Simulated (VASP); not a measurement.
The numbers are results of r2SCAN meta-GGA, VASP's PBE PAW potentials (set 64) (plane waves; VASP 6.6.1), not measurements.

A VASP calculation is set up with these files.

File POSCAR:
```
Tc(100) slab
1.0
  4.3881877953   0.0000000000   0.0000000000
  0.0000000000   2.7347294055   0.0000000000
  0.0000000000   0.0000000000  24.4445275049
Tc
8
Cart
  1.0970469488   1.3673647027   9.0644708003
  3.2911408465   0.0000000000   8.2750103400
  1.0970469488   0.0000000000  11.4328032922
  3.2911408465   1.3673647027  10.6433672764
  1.0970469488   1.3673647027  13.8011602285
  3.2911408465   0.0000000000  13.0117242127
  1.0970469488   0.0000000000  16.1695171649
  3.2911408465   1.3673647027  15.3800567046
```

INCAR:
```
SYSTEM = Tc(100) slab
PREC = Normal
ENCUT = 400
EDIFF = 1E-5
NELM = 100
ALGO = Normal
LREAL = .FALSE.
LASPH = .TRUE.
ISMEAR = 1
SIGMA = 0.1
METAGGA = R2SCAN
LMIXTAU = .TRUE.
LMAXMIX = 4
LWAVE = .TRUE.
LCHARG = .FALSE.
NELMIN = 4
LDIPOL = .TRUE.
IDIPOL = 3
DIPOL = 0.5 0.5 0.5
IBRION = 2
ISIF = 2
NSW = 50
EDIFFG = -0.03
```

KPOINTS:
```
Automatic mesh
0
Gamma
6 10 1
0 0 0
```

POTCAR, in this order: Tc_pv (PBE.64 set). Program: vasp_std.

Problem. What will the output report for the number of irreducible k-points (NKPTS), largest plane-wave count, number of space-group operations, FFT grid (NGX, NGY, NGZ)?

Solution. 
- number of irreducible k-points (NKPTS): 24
- largest plane-wave count: 5374
- number of space-group operations: 8
- FFT grid (NGX, NGY, NGZ): 24 × 14 × 120

The cell is a thin slab with vacuum, built from Tc (hcp): (100) face.
